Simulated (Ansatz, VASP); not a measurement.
# Cross-check of ZnAu between VASP and Ansatz

One calculation is typed for both programs; each brings its own data sets. How far apart do they land? The cell is taken from a series of runs on this material, whose earlier steps may have relaxed, scaled, displaced or heated it; both programs get it as it stands.

Program: Ansatz 0.2.0. Level of theory: plane waves, with VASP 6.6.1 beside it; relaxation of cell and atoms at PBE and zone-centre phonons at PBE. Results are calculated unless marked as measured.

### Step 1. Starting point

It takes space group Pm-3m (No. 221, cubic). The conventional cell has a = 3.186 Å, b = 3.186 Å, c = 3.186 Å, α = 90.00°, β = 90.00°, γ = 90.00°. Nearest to Zn lie 8 Au at 2.76 Å. Nearest to Au lie 8 Zn at 2.76 Å. Farther neighbours are not listed.

### Step 2. Ansatz: relaxation of cell and atoms, PBE

Ansatz runs on its default PAW (the set named soft_2) files.

The relaxed volume is the usual yardstick between codes: in a stiff, nearly cubic crystal its relative difference is about their pressure difference at one cell divided by the bulk modulus.

Input file input.yaml:

```yaml
crystal:
  lattice:
    - [3.1863635546, 0.0, 0.0]
    - [0.0, 3.1863635546, 0.0]
    - [0.0, 0.0, 3.1863635546]
  atoms:
    - { symbol: Zn, position: [0.5, 0.5, 0.5] }
    - { symbol: Au, position: [0.0, 0.0, 0.0] }
kpoints:
  mp_grid: { grid: [16, 16, 16] }
hamiltonian:
  xc: pbe
scf:
  occupations: { method: methfessel_paxton, width: 0.2 }
output:
  forces: true
  stress: true
  eigenvalues: true
relax:
  adjacent_minimum: "off"
  f_tol: 0.001
  max_steps: 60
  cell: { stress_tol: 0.01 }
```

Command:

```sh
ansatz run input.yaml --threads 4 --pin off --max-ram 7168MiB --backend cpu --events-out ev --progress --plain --runs-dir out
```

Numbers of over 12 decimals in the logs are rounded to 6 here.

Log:

```text
Engine: ansatz 0.2.0, x86_64-unknown-linux-gnu
Pseudopotentials: kind: paw
Pseudopotential: Zn, paw, valence charge 12, recommended cutoff 420 eV (normal), Zn.paw.azcp
Pseudopotential: Au, paw, valence charge 19, recommended cutoff 420 eV (normal), Au.paw.azcp
Functional definition: PBE
  parameter kappa = 0.804
  parameter beta = 0.066725
  exchange = pbe_x(kappa = kappa, mu = beta*pi^2/3)
  correlation = pbe_c(beta = beta)
Crystal: 2 atoms, lattice volume = 32.351 Å³
Basis set: ecut = 420 eV, 619 PW (Γ), exchange–correlation on 48×48×48 points (8 copies of the dense FFT grid, shifted against one another)
Bands: 20, of which v1, the nominal top of the filled ones, is band 16 counted from 1 (15 counted from 0)
Symmetry: 48 space group operations
Space group: Pm-3m (ITA 221), of the structure as read, at distance tolerance 3.2e-5 Å
k-points: 165 of 4096
Non-local potential: Zn, projectors of the file, l = 0: 2, l = 1: 2, l = 2: 3, l = 3: 1
Non-local potential: Au, projectors of the file, l = 0: 3, l = 1: 2, l = 2: 2, l = 3: 1
PAW form: soft (Blöchl's): semilocal exchange-correlation on the pseudo side does not see the compensation charge
PAW one-centre angular grid: Zn, 590 points (default); XC on 64 Gauss nodes
PAW one-centre angular grid: Au, 590 points (default); XC on 64 Gauss nodes
Initial density: superposition of atomic densities (neutral atoms: chi_scale 0, normalization atom), corrected by the library's trained network
Initial wavefunctions: pseudopotential atomic-orbital guess
Functional: x = pbe(κ = 0.804, μ = 0.219515), c = pbe(β = 0.066725)
SCF iter   1: F=—  HF=-16468.783611 eV  |F-HF|=—  |Δ(HF+E_count)|=         —  Δρ=1.66e-3  dr2=8.20e-4  ethr=1.77e-3  ⟨swp⟩=4.9  Hψ=13433  notcnv=0
preconditioner: auto → none  [metal: Δε(μ)=0.064 eV  Ē_g=12.446 eV  σ=0.200 eV  W_gap=0.27  n_scr=6 (ndim 8)  ℏωp=31.3 eV  f_vac=0.000  D(μ)=0.47/eV (n_scr^D=0)  sad-step TF]
SCF iter   2: F=—  HF=-16468.784568 eV  |F-HF|=—  |Δ(HF+E_count)|=   9.57e-4  S|Δr|=    0.00e0  Δρ=7.81e-4  dr2=1.21e-4  ethr=2.64e-6  ⟨swp⟩=2.2  Hψ=6764  notcnv=0
SCF iter   3: F=—  HF=-16468.784613 eV  |F-HF|=—  |Δ(HF+E_count)|=   4.54e-5  S|Δr|=    0.00e0  Δρ=1.82e-4  dr2=3.66e-6  ethr=3.90e-7  ⟨swp⟩=2.0  Hψ=4142  notcnv=0
SCF iter   4: F=—  HF=-16468.784608 eV  |F-HF|=—  |Δ(HF+E_count)|=   4.91e-6  S|Δr|=    0.00e0  Δρ=1.04e-4  dr2=1.76e-6  ethr=1.18e-8  ⟨swp⟩=2.0  Hψ=5764  notcnv=0
SCF iter   5: F=—  HF=-16468.784607 eV  |F-HF|=—  |Δ(HF+E_count)|=   9.67e-7  S|Δr|=    0.00e0  Δρ=2.83e-5  dr2=2.60e-7  ethr=5.68e-9  ⟨swp⟩=2.0  Hψ=5034  notcnv=0
SCF iter   6: F=-16468.784607 eV  HF=-16468.784607 eV  |F-HF|=3.34e-9  |Δ(HF+E_count)|=   5.65e-8  S|Δr|=    0.00e0  Δρ=6.15e-6  dr2=1.05e-8  ethr=3.23e-10  ⟨swp⟩=5.2  Hψ=12707  notcnv=0
SCF 1 converged in 6 iterations: F = -16468.784607 eV  dr2 = 1.05e-8
  greatest PAW one-centre occupation: 1.000 electrons in one spin orbital (limit 2), on the Au atom at site 1 (counted from 0), in its partial waves of l = 0
relax step   1: F+E_penalty+E_count = -16468.78460742 eV  Δ(F+E_penalty+E_count) = +0.000e0 eV  max|allowed force component| = 2.682e-29 eV/Å  Δτ_max = 0.0000 Å  P = -0.020 GPa  Ω = 32.351 Å³  (6 SCF iters, dr2 threshold 1.00e-7 eV, accepted)
[...]
relax step   2: F+E_penalty+E_count = -16468.78461285 eV  Δ(F+E_penalty+E_count) = -5.426e-6 eV  max|allowed force component| = 1.841e-29 eV/Å  Δτ_max = 0.0000 Å  P = +0.012 GPa  Ω = 32.342 Å³  energy of the carried Pulay correction = +5.185e-6 eV  (5 SCF iters, dr2 threshold 1.05e-9 eV, accepted)
[...]
relax step   3: F+E_penalty+E_count = -16468.78461105 eV  Δ(F+E_penalty+E_count) = +1.794e-6 eV  max|allowed force component| = 1.039e-29 eV/Å  Δτ_max = 0.0000 Å  P = +0.000 GPa  Ω = 32.345 Å³  energy of the carried Pulay correction = +3.265e-6 eV  (4 SCF iters, dr2 threshold 3.62e-10 eV, accepted)
[...]
relax step   4: F+E_penalty+E_count = -16468.78460499 eV  Δ(F+E_penalty+E_count) = +6.064e-6 eV  max|allowed force component| = 1.814e-29 eV/Å  Δτ_max = 0.0000 Å  P = +0.000 GPa  Ω = 32.345 Å³  stress off target by 1.62e-4 GPa  SCF on the basis re-selected at this cell (its energy is not comparable with the rows above)  (6 SCF iters)
basis re-selected at this cell: Δ(F+E_penalty+E_count) = +6.064e-6 eV, ΔP = +0.000 GPa vs the last step (what re-selecting the basis moved, of the pressure what is left beyond the Pulay correction that the steps carried, after the strain that the cell walked since its last selection, with what the two solves' SCF thresholds leave and, on support functions, any second-order correction that the steps lacked; it is no m [...]
SCF converged after 6 iterations
Stability not checked: this state was not tested for a lower state beside it, because cold or Methfessel-Paxton smearing, or corrected tetrahedra, fill the levels in a way that the test cannot read (fill_not_monotonic; see scf.lower_state_search)
Free energy (F): -16468.784605 eV
Harris-Foulkes:  -16468.784605 eV  (|F-HF|=7.28e-12)
Internal energy: -16468.784681 eV  (E = F + TS)
E sigma→0 (E₀):  -16468.784624 eV
Entropy (-TS):   0.000076 eV (0.038 meV/atom)
Fermi energy:    16.236360 eV
--- Per-component energies (eV) ---
  E_band       = -187.689027
  E_kinetic    = 735.317785
  E_local      = -3329.744584  (includes V_loc(G=0)·N_el)
  E_nonlocal   = 686.251316
  E_hartree    = 1402.859161
  E_xc         = -365.553109
  E_vxc        = -327.713957  (∫ρ·V_xc dr)
  E_paw        = -11533.794865  (= ΣΔE_a)
  E_vpaw       = -757.518896  (= ΣTr[D̂ρ^β])
  E_aug_tail   = 0.001006  (compensation charges beyond the density's cutoff)
  E_ewald      = -4064.121392
  E_smearing   = 0.000076  (= −TS)
  E_closure    = 0.000000  (closes the sum)
  Σ components = -16468.784605   (vs F -16468.784605, Δ=0.00e0)
--- Forces (eV/Å), atoms counted from 1 ---
  atom   1  Zn     0.00000000    -0.00000000    -0.00000000
  atom   2  Au    -0.00000000    -0.00000000    -0.00000000
  max |Σ_I F_I| component: 3.10e-29 eV/Å
--- Stress (GPa, compression-positive) ---
        0.000162      -0.000000      -0.000000
       -0.000000       0.000162      -0.000000
       -0.000000      -0.000000       0.000162
  P = ⅓ Tr σ = 0.0002 GPa (0.002 kbar)
--- Band table (eV; the first three rows and the last of 165) ---
  k-point 0: bands = [... 12 lower, 12.5826, 12.5826, 12.5826, 21.1847, 21.1847, 21.1847, 24.6559, 28.0775]
  k-point 1: bands = [... 12 lower, 12.5333, 12.5333, 12.5776, 20.5926, 21.3102, 21.3102, 25.0471, 28.0147]
  k-point 2: bands = [... 12 lower, 12.3973, 12.3973, 12.5631, 19.3738, 21.6747, 21.6747, 25.6172, 27.8379]
  k-point 164: bands = [... 12 lower, 13.1875, 13.1875, 17.5449, 19.6121, 19.9673, 19.9673, 19.9673, 21.9670]
--- Relaxed structure (3 steps of the walk, 3 accepted, 1 SCFs on fresh bases) ---
  F+E_penalty+E_count = -16468.78460499 eV   max|allowed force component| = 1.814e-29 eV/Å   (the final SCF, on the basis selected at the relaxed cell)
  cell:  # Å, volume = 32.3452 Å³
    - [3.186177, 0, 0]
    - [0, 3.186177, 0.0]
    - [0, 0.0, 3.186177]
  atoms:
    - { symbol: Zn, position: [0.500000, 0.500000, 0.500000] }
    - { symbol: Au, position: [0, 0, 0] }
```

### Step 3. VASP: relaxation of cell and atoms, PBE

The same cell, functional, mesh and smearing now go to VASP, with its own data sets.

Lines of VASP's logs that name or quote its potential files are left out, and so is its time.

Input file INCAR:

```
SYSTEM = ZnAu
PREC = Accurate
ENCUT = 500
EDIFF = 1E-07
NELM = 120
ISMEAR = 1
SIGMA = 0.2
LREAL = .FALSE.
ALGO = Normal
GGA = PE
NBANDS = 17
LASPH = .TRUE.
LORBIT = 11
LWAVE = .FALSE.
LCHARG = .FALSE.
ISIF = 3
IBRION = 2
NSW = 80
EDIFFG = -0.005
GGA_COMPAT = .FALSE.
NELMIN = 4
KPAR = 2
```

Input file POSCAR:

```
ZnAu
1.0
    3.1863640000      0.0000000000      0.0000000000
    0.0000000000      3.1863640000      0.0000000000
    0.0000000000      0.0000000000      3.1863640000
Zn Au
1 1
Direct
    0.5000000000      0.5000000000      0.5000000000
    0.0000000000      0.0000000000      0.0000000000
```

Input file KPOINTS:

```
Automatic mesh
0
Gamma
16 16 16
0 0 0
```

The projector-augmented-wave data sets are Zn and Au (PBE family, release 64).

Command:

```sh
mpirun -np 2 vasp_std
```

Log:

```text
[banner, memory and clock lines left out]
running    2 mpi-ranks, on    1 nodes
 distrk:  each k-point on    1 cores,    2 groups
 distr:  one band on    1 cores,    1 groups

 POSCAR found type information on POSCAR ZnAu
 POSCAR found :  2 types and       2 ions
 LDA part: xc-table for (Slater+PW92), standard interpolation
 POSCAR, INCAR and KPOINTS ok, starting setup
 FFT: planning ... GRIDC
 FFT: planning ... GRID_SOFT
 FFT: planning ... GRID
 WAVECAR not read
 entering main loop
       N       E                     dE             d eps       ncg     rms          rms(c)
DAV:   1     0.127626233729E+03    0.12763E+03   -0.11352E+04  5730   0.168E+03
DAV:   2    -0.229897870471E+00   -0.12786E+03   -0.12258E+03  5722   0.316E+02
DAV:   3    -0.515002279704E+01   -0.49201E+01   -0.48825E+01  6339   0.689E+01
DAV:   4    -0.518978997079E+01   -0.39767E-01   -0.39755E-01  6384   0.544E+00
DAV:   5    -0.519019533616E+01   -0.40537E-03   -0.40536E-03  6365   0.576E-01    0.771E+00
DAV:   6    -0.478239454970E+01    0.40780E+00   -0.12723E+00  5937   0.127E+01    0.498E+00
DAV:   7    -0.475891651768E+01    0.23478E-01   -0.29459E-02  7634   0.353E+00    0.270E+00
DAV:   8    -0.475097051035E+01    0.79460E-02   -0.99053E-03  6015   0.107E+00    0.154E-01
DAV:   9    -0.475099356816E+01   -0.23058E-04   -0.36900E-04  6698   0.242E-01    0.772E-02
DAV:  10    -0.475100445578E+01   -0.10888E-04   -0.43288E-05  6813   0.851E-02    0.182E-02
DAV:  11    -0.475100506655E+01   -0.61078E-06   -0.69167E-06  6383   0.504E-02    0.474E-03
DAV:  12    -0.475100497593E+01    0.90628E-07   -0.12950E-07  4357   0.814E-03
   1 F= -.47510050E+01 E0= -.47510304E+01  d E =-.475100E+01
 curvature:   0.00 expect dE= 0.000E+00 dE for cont linesearch  0.000E+00
 trial: gam= 0.00000 g(F)=  0.000E+00 g(S)=  0.907E-05 ort = 0.000E+00 (trialstep = 0.100E+01)
 search vector abs. value=  0.907E-05
 bond charge predicted
       N       E                     dE             d eps       ncg     rms          rms(c)
DAV:   1    -0.475121036066E+01   -0.20529E-03   -0.26369E-03  5866   0.873E-01    0.938E-02
DAV:   2    -0.475102817869E+01    0.18218E-03   -0.53733E-04  6290   0.483E-01    0.323E-02
DAV:   3    -0.475101680041E+01    0.11378E-04   -0.17962E-05  5770   0.409E-02    0.214E-02
DAV:   4    -0.475101235857E+01    0.44418E-05   -0.19979E-06  8255   0.389E-02    0.526E-03
DAV:   5    -0.475101169584E+01    0.66273E-06   -0.58676E-07  5830   0.863E-03    0.700E-04
DAV:   6    -0.475101173839E+01   -0.42554E-07   -0.24246E-08  2910   0.178E-03
   2 F= -.47510117E+01 E0= -.47510378E+01  d E =-.676247E-05
 trial-energy change:   -0.000007  1 .order   -0.000005   -0.000009   -0.000001
 step:   1.0553(harm=  1.1299)  dis= 0.00000  next Energy=    -4.751012 (dE=-0.679E-05)
 reached required accuracy - stopping structural energy minimisation
```

From OUTCAR (step 3):

```text
ion  position               nearest neighbor table
   1  0.500  0.500  0.500-   2 2.76   2 2.76   2 2.76   2 2.76   2 2.76   2 2.76   2 2.76   2 2.76

  LATTYP: Found a simple cubic cell.
 ALAT       =     3.1863640000

 Subroutine GETGRP returns: Found 48 space group operations
 (whereof 48 operations were pure point group operations)

The static configuration has the point symmetry O_h .

 Found    165 irreducible k-points:

   k-points           NKPTS =    165   k-points in BZ     NKDIM =    165   number of bands    NBANDS=     17

   dimension x,y,z NGX =    24 NGY =   24 NGZ =   24
   dimension x,y,z NGXF=    48 NGYF=   48 NGZF=   48

   ENCUT  =  500.0 eV  36.75 Ry    6.06 a.u.   5.81  5.81  5.81*2*pi/ulx,y,z

   NELECT =      23.0000    total number of electrons

 k-points in reciprocal lattice and weights: Automatic mesh
   0.00000000  0.00000000  0.00000000       0.000
   0.06250000  0.00000000  0.00000000       0.001
   0.12500000  0.00000000  0.00000000       0.001
   0.18750000  0.00000000  0.00000000       0.001
   0.25000000  0.00000000  0.00000000       0.001
   0.31250000  0.00000000  0.00000000       0.001
   0.37500000  0.00000000  0.00000000       0.001
   0.43750000  0.00000000  0.00000000       0.001
   0.50000000  0.00000000  0.00000000       0.001
[...]
0.50000000  0.50000000  0.43750000       0.001
   0.50000000  0.50000000  0.50000000       0.000

 average (electrostatic) potential at core
       1 -33.2129       2 -67.5763

 E-fermi :   6.6133

 k-point     1 :       0.0000    0.0000    0.0000
  band No.  band energies     occupation
    ...
      7       1.3442      2.00000
      8       1.3442      2.00000
      9       2.9509      2.00000
     10       2.9509      2.00000
     11       2.9509      2.00000
     12      11.5773      0.00000
     13      11.5773      0.00000
     14      11.5773      0.00000
     15      15.0148      0.00000
     16      18.4976      0.00000
    ...

 k-point     2 :       0.0625    0.0000    0.0000
  band No.  band energies     occupation
    ...
      7       1.3350      2.00000
      8       1.3632      2.00000
      9       2.9021      2.00000
     10       2.9021      2.00000
     11       2.9460      2.00000
     12      10.9820      0.00000
     13      11.7022      0.00000
     14      11.7022      0.00000
     15      15.4075      0.00000
     16      18.4350      0.00000
    ...

 k-point     3 :       0.1250    0.0000    0.0000
  band No.  band energies     occupation
    ...
      7       1.3082      2.00000
      8       1.4175      2.00000
      9       2.7675      2.00000
     10       2.7675      2.00000
     11       2.9320      2.00000
     12       9.7597     -0.00000
     13      12.0650      0.00000
     14      12.0650      0.00000
     15      15.9807      0.00000
     16      18.2588      0.00000
    ...

  Total        0.0012866      0.0012866      0.0012866     -0.0000000     -0.0000000      0.0000000
  in kB        0.0636681      0.0636681      0.0636681     -0.0000000     -0.0000000      0.0000000
  external PRESSURE =       0.0636681 kB  Pullay stress =       0.0000000 kB

  energy-cutoff  :      500.00
  volume of cell :       32.38
      direct lattice vectors                 reciprocal lattice vectors
     3.187224370  0.000000000 -0.000000000     0.313752621 -0.000000000 -0.000000000
     0.000000000  3.187224370  0.000000000    -0.000000000  0.313752621  0.000000000
     0.000000000 -0.000000000  3.187224370     0.000000000 -0.000000000  0.313752621

 POSITION                                       TOTAL-FORCE (eV/Angst)
 -----------------------------------------------------------------------------------
      1.59361      1.59361      1.59361         0.000000     -0.000000      0.000000
      0.00000      0.00000      0.00000        -0.000000      0.000000      0.000000
 -----------------------------------------------------------------------------------
    total drift:                                0.000000      0.000000     -0.000000

  FREE ENERGIE OF THE ION-ELECTRON SYSTEM (eV)
  ---------------------------------------------------
  free  energy   TOTEN  =        -4.7510117384 eV

  energy  without entropy=       -4.7510898992  energy(sigma->0) =       -4.75103779

 reached required accuracy - stopping structural energy minimisation

 total charge
# of ion       s       p       d       tot
------------------------------------------
    1        0.518   0.418   9.765  10.701
    2        0.613   0.366   8.708   9.686
--------------------------------------------------
tot          1.130   0.784  18.472  20.386

[... 3 further parts left out ...]
```

### Step 4. Comparison

Known differences besides the potentials themselves: the data sets hold 31 valence electrons in Ansatz (on its default PAW (the set named soft_2) files) and 23 in VASP; the cutoff is 420 eV in Ansatz and 500 eV in VASP; Ansatz adds a Pulay correction to the stress that steers its cell, VASP none. Total energies have different zeros and are not compared.

Both answers:

```csv
quantity,Ansatz,VASP,difference
volume (Å³),32.35,32.38,-0.10 %
"edge a after relaxation, in the typed setting (Å)",3.186,3.187,-0.03 %
```

(Continued in part 2 of 2.)

[Lines on the potential files, build, host, timing and source positions are cut from VASP's logs without a mark.]

[Logs are printed without paths, hosts, clocks, repeated set-up lines and the standing remarks that a program may print on its own settings, such as how far it seeks lower states.]

[Hosts, paths, dates, database ids (printed as entryN), source tags and the programs' standing remarks are cut or masked in the printed files.]
